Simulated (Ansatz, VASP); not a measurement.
# RbSnH3 in two plane-wave programs, part 2 of 3

One calculation is typed for both programs; each brings its own data sets. How far apart do they land? The cell is generated by rule, not measured, and may not be a known phase. The cell is taken from a series of runs on this material, whose earlier steps may have relaxed, scaled, displaced or heated it; both programs get it as it stands.

VASP 6.6.1 and Ansatz 0.2.0.

So far: The structure; VASP: relaxation of cell and atoms, LDA, pair 1.

## 3. Ansatz: relaxation of cell and atoms, LDA, pair 1

Level of this step: Ansatz beside VASP: Kohn-Sham DFT, plane waves, LDA (Ansatz).

Ansatz runs on its PAW soft_1 files.

The same cell, functional (in two slightly different forms), mesh and smearing now go to Ansatz, which takes its cutoff from its data sets.

Contents of input.yaml:

```yaml
crystal:
  lattice:
    - [5.8936260374, 0.0, 0.0]
    - [0.0, 5.8936260374, 0.0]
    - [0.0, 0.0, 4.7184422517]
  atoms:
    - { symbol: Rb, position: [0.5, 0.5, 0.0] }
    - { symbol: Rb, position: [0.0, 0.0, 0.0] }
    - { symbol: Sn, position: [0.0, 0.5, 0.4499859121] }
    - { symbol: Sn, position: [0.5, 0.0, 0.5500140879] }
    - { symbol: H, position: [0.25, 0.25, 0.5] }
    - { symbol: H, position: [0.75, 0.75, 0.5] }
    - { symbol: H, position: [0.25, 0.75, 0.5] }
    - { symbol: H, position: [0.75, 0.25, 0.5] }
    - { symbol: H, position: [0.0, 0.5, 0.8347278425] }
    - { symbol: H, position: [0.5, 0.0, 0.1652721575] }
kpoints:
  mp_grid: { grid: [6, 6, 8] }
hamiltonian:
  xc: lda
  pseudopotentials: { kind: paw, azcp: { folder: soft_1 }, xc_functional: pbe }
scf:
  occupations: { method: methfessel_paxton, width: 0.2 }
output:
  forces: true
  stress: true
  eigenvalues: true
relax:
  adjacent_minimum: "off"
  f_tol: 0.001
  max_steps: 60
  cell: { stress_tol: 0.01 }
```

Run with:

```
ansatz run input.yaml --threads 4 --pin off --max-ram 16384MiB --backend cpu --events-out ev --progress --plain --runs-dir out
```

Numbers of over 12 decimals in the logs are rounded to 6 here.

Log:

```text
Engine: ansatz 0.2.0, aarch64-unknown-linux-gnu
Pseudopotentials: kind: paw
Pseudopotential: Rb, paw, valence charge 9, recommended cutoff 420 eV (normal), soft_1/Rb.paw.azcp
Pseudopotential: Sn, paw, valence charge 14, recommended cutoff 420 eV (normal), soft_1/Sn.paw.azcp
Pseudopotential: H, paw, valence charge 1, recommended cutoff 420 eV (normal), soft_1/H.paw.azcp
Functional definition: SPW92
  exchange = slater_x
  correlation = pw_c
Crystal: 10 atoms, lattice volume = 163.894 Å³
Basis set: ecut = 420 eV, 3187 PW (Γ)
Bands: 36, of which v1, the nominal top of the filled ones, is band 26 counted from 1 (25 counted from 0)
Symmetry: 16 space group operations
Space group: P4/nmm (ITA 129), of the structure as read, at distance tolerance 5.5e-5 Å
k-points: 50 of 288
Non-local potential: Rb, projectors of the file, l = 0: 3, l = 1: 2, l = 2: 2
Non-local potential: Sn, projectors of the file, l = 0: 2, l = 1: 2, l = 2: 2, l = 3: 1
Non-local potential: H, projectors of the file, l = 0: 2, l = 1: 1
PAW form: soft (Blöchl's): semilocal exchange-correlation on the pseudo side does not see the compensation charge
PAW frozen core: Rb, regenerated for the run's functional, and the local potential with it (the file was generated under x = pbe(κ = 0.804, μ = 0.219515), c = pbe(β = 0.066725))
PAW frozen core: Sn, regenerated for the run's functional, and the local potential with it (the file was generated under x = pbe(κ = 0.804, μ = 0.219515), c = pbe(β = 0.066725))
PAW one-centre angular grid: Rb, 110 points (default); XC on 64 Gauss nodes
PAW one-centre angular grid: Sn, 590 points (default); XC on 64 Gauss nodes
PAW one-centre angular grid: H, 110 points (default); XC on 64 Gauss nodes
Initial density: superposition of atomic densities (chi_scale 0.1, normalization cell, long waves kept (reshape's long-wave potential 0.00 eV rms))
Initial wavefunctions: pseudopotential atomic-orbital guess
Functional: x = slater, c = lda
SCF iter   1: F=—  HF=-18196.365225 eV  |F-HF|=—  |Δ(HF+E_count)|=         —  Δρ=4.68e-2  dr2=4.10e0  ethr=3.10e-3  ⟨swp⟩=8.0  Hψ=9433  notcnv=0
preconditioner: auto → Kerker (q_TF=auto, 2.253 Å⁻¹)  [metal: Δε(μ)=0.025 eV  Ē_g=16.023 eV  σ=0.200 eV  W_gap=0.10  n_scr=30 (ndim 8)  ℏωp=20.1 eV  f_vac=0.000  D(μ)=0.35/eV (n_scr^D=0)]
SCF iter   2: F=—  HF=-18195.082842 eV  |F-HF|=—  |Δ(HF+E_count)|=    1.28e0  S|Δr|=    0.00e0  Δρ=2.26e-2  dr2=1.05e0  ethr=3.10e-3  ⟨swp⟩=2.6  Hψ=3814  notcnv=0  defer=142
SCF iter   3: F=—  HF=-18194.699338 eV  |F-HF|=—  |Δ(HF+E_count)|=   3.84e-1  S|Δr|=    0.00e0  Δρ=4.39e-3  dr2=3.39e-2  ethr=2.02e-3  ⟨swp⟩=2.1  Hψ=2441  notcnv=0  defer=142
SCF iter   4: F=—  HF=-18194.696471 eV  |F-HF|=—  |Δ(HF+E_count)|=   2.87e-3  S|Δr|=    0.00e0  Δρ=1.34e-3  dr2=2.38e-3  ethr=6.52e-5  ⟨swp⟩=2.3  Hψ=3081  notcnv=0  defer=141
SCF iter   5: F=—  HF=-18194.697074 eV  |F-HF|=—  |Δ(HF+E_count)|=   6.03e-4  S|Δr|=    0.00e0  Δρ=2.61e-4  dr2=2.29e-4  ethr=4.59e-6  ⟨swp⟩=2.2  Hψ=2024  notcnv=0  defer=141
SCF iter   6: F=—  HF=-18194.697104 eV  |F-HF|=—  |Δ(HF+E_count)|=   2.94e-5  S|Δr|=    0.00e0  Δρ=7.93e-5  dr2=2.42e-5  ethr=4.41e-7  ⟨swp⟩=2.1  Hψ=2059  notcnv=0  defer=141
SCF iter   7: F=—  HF=-18194.697103 eV  |F-HF|=—  |Δ(HF+E_count)|=   7.67e-7  S|Δr|=    0.00e0  Δρ=2.63e-5  dr2=2.65e-6  ethr=4.66e-8  ⟨swp⟩=2.9  Hψ=2986  notcnv=0  defer=141
SCF iter   8: F=—  HF=-18194.697103 eV  |F-HF|=—  |Δ(HF+E_count)|=   7.99e-8  S|Δr|=    0.00e0  Δρ=1.06e-5  dr2=2.87e-7  ethr=5.10e-9  ⟨swp⟩=2.8  Hψ=2944  notcnv=0  defer=141
SCF iter   9: F=-18194.697103 eV  HF=-18194.697103 eV  |F-HF|=4.28e-9  |Δ(HF+E_count)|=   1.20e-8  S|Δr|=    0.00e0  Δρ=3.13e-6  dr2=2.91e-8  ethr=1.92e-10  ⟨swp⟩=13.2  Hψ=9815  notcnv=0
SCF 1 converged in 9 iterations: F = -18194.697103 eV  dr2 = 2.91e-8
  greatest PAW one-centre occupation: 0.993 electrons in one spin orbital (limit 2), on the Sn atom at site 3 (counted from 0), in its partial waves of l = 2
relax step   1: F+E_penalty+E_count = -18194.69710267 eV  Δ(F+E_penalty+E_count) = +0.000e0 eV  max|allowed force component| = 2.452e-4 eV/Å  Δτ_max = 0.0000 Å  P = +0.002 GPa  Ω = 163.894 Å³  (9 SCF iters, dr2 threshold 1.00e-7 eV, accepted)
Initial density: handed on by an earlier stage of this run
Initial wavefunctions: pseudopotential atomic-orbital guess (no wavefunctions were taken with the density)
iter 1 solved again at ethr=8.92e-7 eV; its pass at ethr=3.10e-3 eV (dr2=4.64e-4 eV) is discarded
SCF iter   1: F=—  HF=-18194.697097 eV  |F-HF|=—  |Δ(HF+E_count)|=         —  Δρ=5.52e-6  dr2=5.24e-8  ethr=8.92e-7  ⟨swp⟩=3.1  Hψ=13294  notcnv=0
eigensolver tolerance schedule: the retry pair's looser diagonalisation over-reported the residual by 8846.32 of it (diagonalisation noise at an unbounded share of the residual, at the tolerance the schedule requests for it); recorded, not acted on — ethr = c·dr2/N_el stays at c = 1.0e-1
preconditioner: auto → Kerker (q_TF=auto, 2.253 Å⁻¹)  [metal: Δε(μ)=0.034 eV  Ē_g=11.390 eV  σ=0.200 eV  W_gap=0.15  n_scr=30 (ndim 8)  ℏωp=15.3 eV  f_vac=0.000  D(μ)=0.58/eV (n_scr^D=0)]
SCF iter   2: F=—  HF=-18194.697103 eV  |F-HF|=—  |Δ(HF+E_count)|=   5.22e-6  S|Δr|=    0.00e0  Δρ=3.40e-6  dr2=2.01e-8  ethr=1.01e-10  ⟨swp⟩=4.0  Hψ=4833  notcnv=0
SCF iter   3: F=—  HF=-18194.697103 eV  |F-HF|=—  |Δ(HF+E_count)|=   1.78e-9  S|Δr|=    0.00e0  Δρ=2.19e-6  dr2=1.16e-8  ethr=3.86e-11  ⟨swp⟩=1.2  Hψ=2054  notcnv=0
SCF iter   4: F=—  HF=-18194.697103 eV  |F-HF|=—  |Δ(HF+E_count)|=  3.31e-10  S|Δr|=    0.00e0  Δρ=9.48e-7  dr2=1.75e-9  ethr=2.23e-11  ⟨swp⟩=2.5  Hψ=3132  notcnv=0
SCF iter   5: F=—  HF=-18194.697103 eV  |F-HF|=—  |Δ(HF+E_count)|=  2.36e-10  S|Δr|=    0.00e0  Δρ=5.99e-7  dr2=5.03e-10  ethr=3.36e-12  ⟨swp⟩=1.0  Hψ=1800  notcnv=0
SCF iter   6: F=—  HF=-18194.697103 eV  |F-HF|=—  |Δ(HF+E_count)|=  1.82e-10  S|Δr|=    0.00e0  Δρ=1.46e-7  dr2=2.57e-11  ethr=1.00e-12  ⟨swp⟩=2.5  Hψ=2983  notcnv=0
SCF iter   7: F=-18194.697103 eV  HF=-18194.697103 eV  |F-HF|=7.28e-12  |Δ(HF+E_count)|=  3.64e-12  S|Δr|=    0.00e0  Δρ=1.85e-8  dr2=1.09e-12  ethr=1.00e-12  ⟨swp⟩=5.6  Hψ=8502  notcnv=0
SCF 2 converged in 7 iterations: F = -18194.697103 eV  dr2 = 1.09e-12
relax step   2: F+E_penalty+E_count = -18194.69710267 eV  Δ(F+E_penalty+E_count) = -5.683e-9 eV  max|allowed force component| = 2.703e-4 eV/Å  Δτ_max = 0.0000 Å  P = +0.002 GPa  Ω = 163.894 Å³  stress off target by 8.04e-3 GPa  SCF on the basis re-selected at this cell (its energy is not comparable with the rows above)  (7 SCF iters)
basis re-selected at this cell: Δ(F+E_penalty+E_count) = -5.683e-9 eV, ΔP = +0.000 GPa vs the last step (what re-selecting the basis moved, of the pressure what is left beyond the Pulay correction that the steps carried, after the strain that the cell walked since its last selection, with what the two solves' SCF thresholds leave and, on support functions, any second-order correction that the steps lacked; it is no m [...]
SCF converged after 7 iterations
Stability not checked: this state was not tested for a lower state beside it, because cold or Methfessel-Paxton smearing, or corrected tetrahedra, fill the levels in a way that the test cannot read (fill_not_monotonic; see scf.lower_state_search)
Free energy (F): -18194.697103 eV
Harris-Foulkes:  -18194.697103 eV  (|F-HF|=7.28e-12)
Internal energy: -18194.699657 eV  (E = F + TS)
E sigma→0 (E₀):  -18194.697741 eV
Entropy (-TS):   0.002554 eV (0.255 meV/atom)
Fermi energy:    6.944435 eV
Step filling:    the computed levels leave a gap of 0.0000 eV = 0.0 smearing widths at the electron count; against every level under it full and every level over it empty, smearing changes F+E_penalty+E_count by +0.552 meV and its σ→0 estimate by -0.087 meV
--- Per-component energies (eV) ---
  E_band       = -421.565581
  E_kinetic    = 777.875279
  E_local      = -3702.840727  (includes V_loc(G=0)·N_el)
  E_nonlocal   = 685.932000
  E_hartree    = 1523.008696
  E_xc         = -548.167426
  E_vxc        = -488.717889  (∫ρ·V_xc dr)
  E_paw        = -13508.648390  (= ΣΔE_a)
  E_vpaw       = -739.827100  (= ΣTr[D̂ρ^β])
  E_aug_tail   = -0.004514  (compensation charges beyond the density's cutoff)
  E_ewald      = -3423.246875
  E_core_change = 1.392300  (= ΣΔE_core)
  E_smearing   = 0.002554  (= −TS)
  E_closure    = -0.000000  (closes the sum)
  Σ components = -18194.697103   (vs F -18194.697103, Δ=0.00e0)
--- Forces (eV/Å), atoms counted from 1 ---
  atom   1  Rb     0.00000000     0.00000000    -0.00000000
  atom   2  Rb     0.00000000     0.00000000     0.00000000
  atom   3  Sn     0.00000000     0.00000000     0.00004775
  atom   4  Sn     0.00000000     0.00000000    -0.00004775
  atom   5  H      0.00000000    -0.00000000     0.00000000
  atom   6  H      0.00000000    -0.00000000     0.00000000
  atom   7  H     -0.00000000     0.00000000     0.00000000
  atom   8  H      0.00000000     0.00000000    -0.00000000
  atom   9  H     -0.00000000     0.00000000    -0.00027027
  atom  10  H     -0.00000000     0.00000000     0.00027027
  max |Σ_I F_I| component: 4.74e-20 eV/Å
--- Stress (GPa, compression-positive) ---
       -0.000710       0.000000       0.000000
        0.000000      -0.000710       0.000000
        0.000000       0.000000       0.008040
  P = ⅓ Tr σ = 0.0022 GPa (0.022 kbar)
--- Band table (eV; the first three rows and the last of 50) ---
  k-point 0: bands = [... 22 lower, 3.7151, 4.1471, 4.4487, 6.4015, 7.1628, 7.1628, 7.6977, 7.8469, ... 6 higher]
  k-point 1: bands = [... 22 lower, 3.2493, 3.9827, 4.1793, 6.5829, 7.1282, 7.1282, 7.8939, 8.5536, ... 6 higher]
  k-point 2: bands = [... 22 lower, 2.4146, 3.0570, 4.2607, 7.0337, 7.0445, 7.0445, 8.4430, 9.8895, ... 6 higher]
  k-point 49: bands = [... 22 lower, 2.3001, 2.3001, 6.4775, 6.4775, 7.2515, 7.2515, 8.3100, 8.3100, ... 6 higher]
--- Relaxed structure (1 steps of the walk, 1 accepted, 1 SCFs on fresh bases) ---
  F+E_penalty+E_count = -18194.69710267 eV   max|allowed force component| = 2.703e-4 eV/Å   (the final SCF, on the basis selected at the relaxed cell)
  cell:  # Å, volume = 163.8943 Å³
    - [5.8936260374, 0.0, 0.0]
    - [0.0, 5.8936260374, 0.0]
    - [0.0, 0.0, 4.7184422517]
  atoms:
    - { symbol: Rb, position: [0.5, 0.5, 0.0] }
    - { symbol: Rb, position: [0.0, 0.0, 0.0] }
    - { symbol: Sn, position: [0.0, 0.5, 0.4499859121] }
    - { symbol: Sn, position: [0.5, 0.0, 0.5500140879] }
    - { symbol: H, position: [0.25, 0.25, 0.5] }
    - { symbol: H, position: [0.75, 0.75, 0.5] }
    - { symbol: H, position: [0.25, 0.75, 0.5] }
    - { symbol: H, position: [0.75, 0.25, 0.5] }
    - { symbol: H, position: [0.0, 0.5, 0.8347278425] }
    - { symbol: H, position: [0.5, 0.0, 0.165272] }
```

## 4. Side by side

Known differences besides the potentials themselves: the two LDA forms differ slightly; the cutoff is 420 eV in Ansatz and 500 eV in VASP; VASP's log shows a relativistic correction to its local exchange, Ansatz's none; Ansatz adds a Pulay correction to the stress that steers its cell, VASP none. Total energies have different zeros and are not compared.

Both answers:

| quantity | Ansatz | VASP | difference |
| --- | --- | --- | --- |
| volume (Å³) | 163.89 | 163.87 | +0.02 % |
| edge a after relaxation, in the typed setting (Å) | 5.894 | 5.893 | +0.01 % |
| edge c after relaxation, in the typed setting (Å) | 4.718 | 4.718 | +0.00 % |

## 5. VASP: relaxation of cell and atoms, LDA, pair 2

The relaxed volume is the usual yardstick between codes: in a stiff, nearly cubic crystal its relative difference is about their pressure difference at one cell divided by the bulk modulus. Its start cell is another than that of the pair before, and may be another structure of the material.

Contents of INCAR:

```
SYSTEM = RbSnH3
PREC = Accurate
ENCUT = 500
EDIFF = 1E-07
NELM = 120
ISMEAR = 0
SIGMA = 0.01
LREAL = .FALSE.
ALGO = Normal
GGA = CA
NBANDS = 36
LORBIT = 11
LWAVE = .FALSE.
LCHARG = .FALSE.
ISIF = 3
IBRION = 2
NSW = 80
EDIFFG = -0.005
LASPH = .TRUE.
GGA_COMPAT = .FALSE.
NELMIN = 4
EFERMI = MIDGAP
KPAR = 2
```

Contents of POSCAR:

```
RbSnH3
1.0
    6.9358020000      0.0000000000      0.0000000000
    0.0000000000      4.6530370000      0.0000000000
    0.0000000000      0.0000000000      5.7372470000
Rb Sn H
2 2 6
Direct
    0.5000000000      0.9043222738      0.5023250698
    0.0000000000      0.0956775113      0.0023251570
    0.5000000000      0.4049148975      0.9905425024
    0.0000000000      0.5950851025      0.4905424152
    0.3181291796      0.3756052230      0.2178381025
    0.8181293238      0.6243947770      0.7178381896
    0.6818708204      0.3756052230      0.2178381025
    0.1818708204      0.6243947770      0.7178381896
    0.5000000000      0.7928000573      0.0168915509
    0.0000000000      0.2071999427      0.5168916381
```

Contents of KPOINTS:

```
Automatic mesh
0
Gamma
4 6 4
0 0 0
```

The projector-augmented-wave data sets are Rb_sv, Sn_d and H (LDA family, release 64).

Run with:

```
mpirun -np 2 vasp_std
```

Log:

```text
[... set-up lines as in an earlier step ...]
 entering main loop
       N       E                     dE             d eps       ncg     rms          rms(c)
DAV:   1     0.463004608005E+03    0.46300E+03   -0.23052E+04  2616   0.154E+03
DAV:   2     0.321163109279E+02   -0.43089E+03   -0.41153E+03  2736   0.415E+02
DAV:   3    -0.310771158805E+02   -0.63193E+02   -0.62564E+02  3452   0.154E+02
DAV:   4    -0.344390589022E+02   -0.33619E+01   -0.33510E+01  3480   0.358E+01
[...]
DAV:  12    -0.327370609377E+02    0.98276E-05   -0.88460E-05  3212   0.473E-02    0.653E-03
DAV:  13    -0.327370616432E+02   -0.70554E-06   -0.68703E-06  3552   0.152E-02    0.202E-03
DAV:  14    -0.327370616371E+02    0.60982E-08   -0.99672E-07  3504   0.725E-03
   1 F= -.32737062E+02 E0= -.32737062E+02  d E =-.327371E+02
[...]
2 F= -.32737106E+02 E0= -.32737106E+02  d E =-.445825E-04
[...]
3 F= -.32737124E+02 E0= -.32737124E+02  d E =-.624575E-04
[...]
4 F= -.32737155E+02 E0= -.32737155E+02  d E =-.312220E-04
[...]
5 F= -.32737169E+02 E0= -.32737169E+02  d E =-.452779E-04
[...]
reached required accuracy - stopping structural energy minimisation
```

OUTCAR, selected parts (step 5):

```text
  Total        0.0048319      0.0214997      0.0036049      0.0000000      0.0000000      0.0000000
  in kB        0.0419291      0.1865658      0.0312819      0.0000000      0.0000000      0.0000000
  external PRESSURE =       0.0865923 kB  Pullay stress =       0.0000000 kB

 POSITION                                       TOTAL-FORCE (eV/Angst)
 -----------------------------------------------------------------------------------
      3.46234      4.20650      2.87970         0.000000      0.002325     -0.003257
      0.00000      0.44436      0.01323         0.000000     -0.002325     -0.003257
      3.46234      1.88262      5.67609         0.000000      0.001691      0.002457
      0.00000      2.76824      2.80962         0.000000     -0.001691      0.002457
      2.20226      1.74753      1.24995        -0.004007      0.000906      0.001326
      5.66459      2.90333      4.11642        -0.004007     -0.000906      0.001326
      4.72242      1.74753      1.24995         0.004007      0.000906      0.001326
      1.26008      2.90333      4.11642         0.004007     -0.000906      0.001326
      3.46234      3.68708      0.09740         0.000000      0.001970     -0.001853
      0.00000      0.96378      2.96388         0.000000     -0.001970     -0.001853
 -----------------------------------------------------------------------------------
    total drift:                               -0.000020      0.000181      0.000634

  FREE ENERGIE OF THE ION-ELECTRON SYSTEM (eV)
  ---------------------------------------------------
  free  energy   TOTEN  =       -32.7371693725 eV

  energy  without entropy=      -32.7371693725  energy(sigma->0) =      -32.73716937

[... 1 part as in an earlier step ...]

[... 3 further parts left out ...]
[key lines of the parts left out:]
E-fermi :   2.5412
```

## 6. Ansatz: relaxation of cell and atoms, LDA, pair 2

The same cell, functional (in two slightly different forms) and mesh now go to Ansatz, which takes its cutoff from its data sets.

The cell is taken from a series of runs on this material, whose earlier steps may have relaxed, scaled, displaced or heated it; both programs get it as it stands.

input.yaml, the sections that differ from step 3:

```yaml
crystal:
  lattice:
    - [6.9358021843, 0.0, 0.0]
    - [0.0, 4.6530367625, 0.0]
    - [0.0, 0.0, 5.7372469529]
  atoms:
    - { symbol: Rb, position: [0.5, 0.904322384, 0.5023251157] }
    - { symbol: Rb, position: [0.0, 0.095677616, 0.0023251157] }
    - { symbol: Sn, position: [0.5, 0.4049149056, 0.9905425062] }
    - { symbol: Sn, position: [0.0, 0.5950850944, 0.4905425062] }
    - { symbol: H, position: [0.3181292348, 0.3756052651, 0.2178381539] }
    - { symbol: H, position: [0.8181292348, 0.6243947349, 0.7178381539] }
    - { symbol: H, position: [0.6818707652, 0.3756052651, 0.2178381539] }
    - { symbol: H, position: [0.1818707652, 0.6243947349, 0.7178381539] }
    - { symbol: H, position: [0.5, 0.792800033, 0.0168916326] }
    - { symbol: H, position: [0.0, 0.207199967, 0.5168916326] }
kpoints:
  mp_grid: { grid: [4, 6, 4] }
scf:
  occupations: { method: fixed }
# hamiltonian, output, relax: as in step 3
```

Run with:

```
ansatz run input.yaml --threads 4 --pin off --max-ram 16384MiB --backend cpu --events-out ev --progress --plain --runs-dir out
```

Log:

```text
[...]
Crystal: 10 atoms, lattice volume = 185.156 Å³
Basis set: ecut = 420 eV, 3619 PW (Γ)
Bands: 36, of which v1, the nominal top of the filled ones, is band 26 counted from 1 (25 counted from 0)
Symmetry: 4 space group operations
[...]
k-points: 36 of 96 (time reversal used)
[...]
- { symbol: Sn, position: [0.5, 0.404598, 0.990463] }
    - { symbol: Sn, position: [0, 0.595402, 0.490463] }
    - { symbol: H, position: [0.318168, 0.375170, 0.217819] }
    - { symbol: H, position: [0.818168, 0.624830, 0.717819] }
    - { symbol: H, position: [0.681832, 0.375170, 0.217819] }
    - { symbol: H, position: [0.181832, 0.624830, 0.717819] }
    - { symbol: H, position: [0.5, 0.791649, 0.017099] }
    - { symbol: H, position: [0, 0.208351, 0.517099] }
[key lines of the parts left out:]
SCF converged after 6 iterations
Free energy (F): -18195.137551 eV
Fermi energy:    4.612453 eV
P = ⅓ Tr σ = -0.0011 GPa (-0.011 kbar)
```

## 7. Differences

What differs besides the data sets and the points named for the pairs above, as far as they apply: fixed occupations in Ansatz, narrow Gaussian smearing in VASP. Total energies have different zeros and are not compared.

The two programs side by side:

| quantity | Ansatz | VASP | difference |
| --- | --- | --- | --- |
| volume (Å³) | 185.40 | 184.63 | +0.41 % |
| edge a after relaxation, in the typed setting (Å) | 6.938 | 6.925 | +0.19 % |
| edge b after relaxation, in the typed setting (Å) | 4.660 | 4.651 | +0.19 % |
| edge c after relaxation, in the typed setting (Å) | 5.735 | 5.733 | +0.04 % |

(Part 2 of 3 ends here.)

[Lines on the potential files, build, host, timing and source positions are cut from VASP's logs without a mark.]

[Logs are printed without paths, hosts, clocks, repeated set-up lines and the standing remarks that a program may print on its own settings, such as how far it seeks lower states.]

[Hosts, paths, dates, database ids (printed as entryN), source tags and the programs' standing remarks are cut or masked in the printed files.]
